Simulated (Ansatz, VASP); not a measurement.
**TlPt: VASP beside Ansatz**

```
Tl Pt
1.0
     6.75800    0.00000    0.00000
    -3.37900    5.85260    0.00000
     0.00000    0.00000    3.85171
Tl Pt
3 3
Direct
  0.00000 0.50000 0.00000
  0.50000 0.00000 0.00000
  0.50000 0.50000 0.00000
  0.00000 0.00000 0.00000
  0.66667 0.33333 0.50000
  0.33333 0.66667 0.50000
```

The cell is a database's computed one.

Alike in both runs: task single point; functional PBE; k mesh 3 × 3 × 6; occupations gaussian, width 0.1 eV; no spin polarisation.

```csv
,VASP,Ansatz
version,VASP 6.6.1,Ansatz 0.2.0
potentials or method,"VASP PAW PBE potentials, release 64 (Tl_d, Pt)","scalar-relativistic, plane waves, PAW"
plane-wave cutoff (eV),520,420
valence electrons in the cell,69,93
```

```tsv
	VASP	Ansatz	Ansatz less VASP
gap on the k mesh at the Fermi level (eV)	none	none	-
pressure (GPa)	-0.1	-0.1	+0.02
largest component of the traceless stress (GPa)	0.50	0.52	+0.022
```

A gap of «none» marks a metal or a gap that the smearing closes. The two sets of potentials don't hold the same shells in valence.

The runs have no spin-orbit coupling, so splittings on Pt, Tl are missing.
